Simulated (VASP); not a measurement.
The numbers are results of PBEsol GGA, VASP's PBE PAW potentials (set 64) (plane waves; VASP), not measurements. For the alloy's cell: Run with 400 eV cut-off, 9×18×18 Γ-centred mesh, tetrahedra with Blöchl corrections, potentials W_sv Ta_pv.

```
end member  E (eV/atom)  V (Å³/atom)  gap (eV)
----------  -----------  -----------  --------
Ta (bcc)       -12.5512        17.71      0.00
W (bcc)        -13.8052        15.73      0.00
```

An ordered cell with a fraction 0.50 of the second end member relaxes to

```yaml
crystal:
  lattice:
    - [-3.19606, 3.18722, 3.18722]
    - [1.59803, -1.62023, 1.62023]
    - [1.59803, 1.62023, -1.62023]
  atoms:
    - { symbol: W, position: [0.00000, 0.00000, 0.00000] }
    - { symbol: Ta, position: [0.50000, 0.00000, 0.00000] }
```

Unless said otherwise, spin-orbit coupling is left out, though it shifts the bands of the heavy elements here.

**Question.** Estimate the mixing energy, the deviation from a linear volume and the gap.

**Answer.** Its energy is -13.2442 eV/atom, so the mixing energy is -66 meV/atom. The volume of 16.50 Å³/atom lies -1.3 % from the linear mean. The cell is without a gap at this level.
